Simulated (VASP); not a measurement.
Computed with r2SCAN meta-GGA, VASP's PBE PAW potentials (set 64) (plane waves; VASP).

VASP ran on this input.

File POSCAR:
```
ScF3
1
    4.0260431742     0.0000000000    -0.0000000000
   -0.0000000000     4.0260431742    -0.0000000000
    0.0000000000     0.0000000000     4.0260431742
Sc F
1 3
Direct
  0.0000000000   0.0000000000   0.0000000000
  0.5000000000   0.0000000000   0.0000000000
  0.0000000000   0.5000000000   0.0000000000
  0.0000000000   0.0000000000   0.5000000000
```

### INCAR
```
SYSTEM = ScF3
PREC = Accurate; ENCUT = 520; LREAL = .False.
LASPH = .True.
EDIFF = 1E-6; NELM = 100; ALGO = Normal
LMAXMIX = 4; LMIXTAU = .True.
ISMEAR = 0; SIGMA = 0.05
METAGGA = R2SCAN
IBRION = 2; NSW = 60; ISIF = 3
EDIFFG = -0.02
LWAVE = .False.; LCHARG = .False.
```

### KPOINTS
```
Automatic
0
gamma
  5 5 5
0 0 0
```

POTCAR, in this order: Sc_sv F (PBE.64 set). Program: vasp_std.

Output

**OUTCAR**
```
 ion  position               nearest neighbor table
   1  0.000  0.000  0.000-   2 2.01   3 2.01   4 2.01   4 2.01   3 2.01   2 2.01
   2  0.500  0.000  0.000-   1 2.01   1 2.01
   3  0.000  0.500  0.000-   1 2.01   1 2.01
   4  0.000  0.000  0.500-   1 2.01   1 2.01
  LATTYP: Found a simple cubic cell.
 ALAT       =     4.0260431742
 Subroutine PRICEL returns:
 Original cell was already a primitive cell.
 Subroutine GETGRP returns: Found 48 space group operations
The static configuration has the point symmetry O_h .
The dynamic configuration has the point symmetry O_h .
 Subroutine INISYM returns: Found 48 space group operations
 Subroutine IBZKPT returns following result:
 Found     10 irreducible k-points:

 Following reciprocal coordinates:
            Coordinates               Weight
  0.000000  0.000000  0.000000      1.000000
  0.200000  0.000000  0.000000      6.000000
  0.400000  0.000000  0.000000      6.000000
  0.200000  0.200000  0.000000     12.000000
  0.400000  0.200000  0.000000     24.000000
  0.400000  0.400000  0.000000     12.000000
  0.200000  0.200000  0.200000      8.000000
  0.400000  0.200000  0.200000     24.000000
  0.400000  0.400000  0.200000     24.000000
  0.400000  0.400000  0.400000      8.000000
   k-points           NKPTS =     10   k-points in BZ     NKDIM =     10   number of bands    NBANDS=     20
   number of dos      NEDOS =    301   number of ions     NIONS =      4
   total plane-waves  NPLWV =  27000
   dimension x,y,z NGX =    30 NGY =   30 NGZ =   30
   dimension x,y,z NGXF=    60 NGYF=   60 NGZF=   60
   ions per type =               1   3
   PREC   = accura    normal or accurate (medium, high low for compatibility)
   ISTART =      0    job   : 0-new  1-cont  2-samecut
   ICHARG =      2    charge: 1-file 2-atom 10-const
   ISPIN  =      1    spin polarized calculation?
   LNONCOLLINEAR =      F non collinear calculations
   LSORBIT =      F    spin-orbit coupling
...
```

### OSZICAR
```
       N       E                     dE             d eps       ncg     rms          rms(c)
DAV:   1     0.457925290004E+03    0.45793E+03   -0.15780E+04   400   0.164E+03
DAV:   2     0.200175152962E+01   -0.45592E+03   -0.44490E+03   520   0.521E+02
DAV:   3    -0.503191447481E+02   -0.52321E+02   -0.51403E+02   620   0.198E+02
DAV:   4    -0.518713661457E+02   -0.15522E+01   -0.15463E+01   608   0.310E+01
DAV:   5    -0.518996077973E+02   -0.28242E-01   -0.28232E-01   484   0.344E+00    0.174E+01
DAV:   6    -0.401288539439E+02    0.11771E+02   -0.11613E+01   580   0.513E+01    0.708E+00
DAV:   7    -0.369154491534E+02    0.32134E+01   -0.25352E+00   680   0.229E+01    0.301E+00
DAV:   8    -0.436849050415E+02   -0.67695E+01   -0.14067E+00   544   0.173E+01    0.228E+00
DAV:   9    -0.381448850840E+02    0.55400E+01   -0.58490E-01   544   0.106E+01    0.389E-01
DAV:  10    -0.375357370743E+02    0.60915E+00   -0.21607E-01   432   0.456E+00    0.333E-01
DAV:  11    -0.375247853361E+02    0.10952E-01   -0.11492E-02   616   0.987E-01    0.406E-01
DAV:  12    -0.374827131532E+02    0.42072E-01   -0.33538E-03   440   0.722E-01    0.435E-01
DAV:  13    -0.376199755213E+02   -0.13726E+00   -0.53097E-02   432   0.280E+00    0.294E-01
DAV:  14    -0.376247600776E+02   -0.47846E-02   -0.14881E-03   624   0.474E-01    0.290E-01
DAV:  15    -0.376219536420E+02    0.28064E-02   -0.48442E-04   420   0.250E-01    0.296E-01
DAV:  16    -0.376254855455E+02   -0.35319E-02   -0.54090E-04   480   0.292E-01    0.253E-01
DAV:  17    -0.376263574215E+02   -0.87188E-03   -0.14914E-03   568   0.481E-01    0.106E-01
DAV:  18    -0.376264222001E+02   -0.64779E-04   -0.41291E-04   492   0.269E-01    0.114E-01
DAV:  19    -0.376267040293E+02   -0.28183E-03   -0.60011E-05   528   0.101E-01    0.117E-01
DAV:  20    -0.376266010062E+02    0.10302E-03   -0.45607E-05   580   0.757E-02    0.111E-01
DAV:  21    -0.376267395401E+02   -0.13853E-03   -0.16083E-04   416   0.119E-01    0.855E-02
DAV:  22    -0.376267286224E+02    0.10918E-04   -0.64285E-05   516   0.642E-02    0.659E-02
DAV:  23    -0.376267211253E+02    0.74971E-05   -0.87406E-05   560   0.848E-02    0.275E-02
DAV:  24    -0.376267266136E+02   -0.54883E-05   -0.28333E-06   368   0.206E-02    0.224E-02
DAV:  25    -0.376267205246E+02    0.60890E-05   -0.11080E-05   468   0.283E-02    0.109E-02
DAV:  26    -0.376267243707E+02   -0.38461E-05   -0.26478E-06   376   0.170E-02    0.806E-03
DAV:  27    -0.376267244290E+02   -0.58296E-07   -0.18772E-07   224   0.454E-03
   1 F= -.37626724E+02 E0= -.37626724E+02  d E =-.376267E+02
       N       E                     dE             d eps       ncg     rms          rms(c)
DAV:   1    -0.377279933655E+02   -0.10127E+00   -0.26261E+00   472   0.180E+01    0.271E+00
DAV:   2    -0.376328204168E+02    0.95173E-01   -0.36706E-01   440   0.492E+00    0.860E-01
DAV:   3    -0.376227604964E+02    0.10060E-01   -0.25982E-02   544   0.266E+00    0.242E-01
DAV:   4    -0.376225947380E+02    0.16576E-03   -0.66133E-03   528   0.136E+00    0.145E-01
DAV:   5    -0.376101067038E+02    0.12488E-01   -0.79684E-03   408   0.107E+00    0.313E-02
DAV:   6    -0.376275046504E+02   -0.17398E-01   -0.44207E-03   420   0.791E-01    0.181E-02
DAV:   7    -0.376282984791E+02   -0.79383E-03   -0.19897E-04   532   0.188E-01    0.571E-03
DAV:   8    -0.376283812143E+02   -0.82735E-04   -0.47670E-05   408   0.789E-02    0.389E-03
DAV:   9    -0.376283947398E+02   -0.13526E-04   -0.28408E-05   416   0.532E-02    0.773E-04
DAV:  10    -0.376284041135E+02   -0.93736E-05   -0.51738E-06   440   0.239E-02    0.430E-04
DAV:  11    -0.376284044229E+02   -0.30939E-06   -0.82953E-07   244   0.931E-03
   2 F= -.37628404E+02 E0= -.37628404E+02  d E =-.167999E-02
       N       E                     dE             d eps       ncg     rms          rms(c)
DAV:   1    -0.376454964198E+02   -0.17092E-01   -0.41659E-01   464   0.714E+00    0.109E+00
DAV:   2    -0.376306636953E+02    0.14833E-01   -0.58587E-02   444   0.196E+00    0.349E-01
DAV:   3    -0.376283474123E+02    0.23163E-02   -0.44934E-03   564   0.111E+00    0.962E-02
DAV:   4    -0.376289096110E+02   -0.56220E-03   -0.92517E-04   544   0.510E-01    0.617E-02
DAV:   5    -0.376250673782E+02    0.38422E-02   -0.14391E-03   408   0.488E-01    0.149E-02
DAV:   6    -0.376293887473E+02   -0.43214E-02   -0.87440E-04   404   0.394E-01    0.775E-03
DAV:   7    -0.376294523690E+02   -0.63622E-04   -0.29188E-05   580   0.743E-02    0.122E-03
DAV:   8    -0.376294595022E+02   -0.71332E-05   -0.51988E-06   404   0.277E-02    0.154E-03
DAV:   9    -0.376294595271E+02   -0.24833E-07   -0.11620E-06   236   0.112E-02
   3 F= -.37629460E+02 E0= -.37629460E+02  d E =-.273510E-02
```

**OUTCAR**
```
------------------------ aborting loop because EDIFF is reached ----------------------------------------
  FORCE on cell =-STRESS in cart. coord.  units (eV):
  Direction    XX          YY          ZZ          XY          YZ          ZX
  --------------------------------------------------------------------------------------
  Total       -0.0036202     -0.0036202     -0.0036202     -0.0000000      0.0000000      0.0000000
  in kB       -0.0878910     -0.0878910     -0.0878910     -0.0000000      0.0000000      0.0000000
  external PRESSURE =      -0.0878910 kB  Pullay stress =       0.0000000 kB
  volume of cell :       65.99
      direct lattice vectors                 reciprocal lattice vectors
     4.041117669  0.000000000  0.000000000     0.247456294  0.000000000  0.000000000
     0.000000000  4.041117669  0.000000000    -0.000000000  0.247456294 -0.000000000
    -0.000000000  0.000000000  4.041117669     0.000000000  0.000000000  0.247456294
 POSITION                                       TOTAL-FORCE (eV/Angst)
 -----------------------------------------------------------------------------------
      0.00000      0.00000      0.00000        -0.000000      0.000000      0.000000
      2.02056      0.00000      0.00000         0.000000     -0.000000      0.000000
      0.00000      2.02056      0.00000         0.000000     -0.000000      0.000000
     -0.00000      0.00000      2.02056         0.000000     -0.000000      0.000000
 -----------------------------------------------------------------------------------
    total drift:                                0.000000      0.000000      0.000000
  FREE ENERGIE OF THE ION-ELECTRON SYSTEM (eV)
  ---------------------------------------------------
  free  energy   TOTEN  =       -37.6294595271 eV

  energy  without entropy=      -37.6294595271  energy(sigma->0) =      -37.62945953

 reached required accuracy - stopping structural energy minimisation
```
(Selected blocks of OUTCAR.)

### CONTCAR
```
ScF3
   1.00000000000000
     4.0411176690578348    0.0000000000000000    0.0000000000000000
     0.0000000000000000    4.0411176690578348    0.0000000000000000
    -0.0000000000000000    0.0000000000000000    4.0411176690578348
  Sc              F
     1     3
Direct
     0.0000000000000000    0.0000000000000000    0.0000000000000000
     0.5000000000000000    0.0000000000000000    0.0000000000000000
     0.0000000000000000    0.5000000000000000    0.0000000000000000
     0.0000000000000000    0.0000000000000000    0.5000000000000000
```

The structure comes from a measured ScF3 entry (Pm-3m) of the Crystallography Open Database, whose conditions weren't checked. This run relaxes it. Symmetry was kept, so distortions that lower it aren't found. The start is the result of an earlier pass.
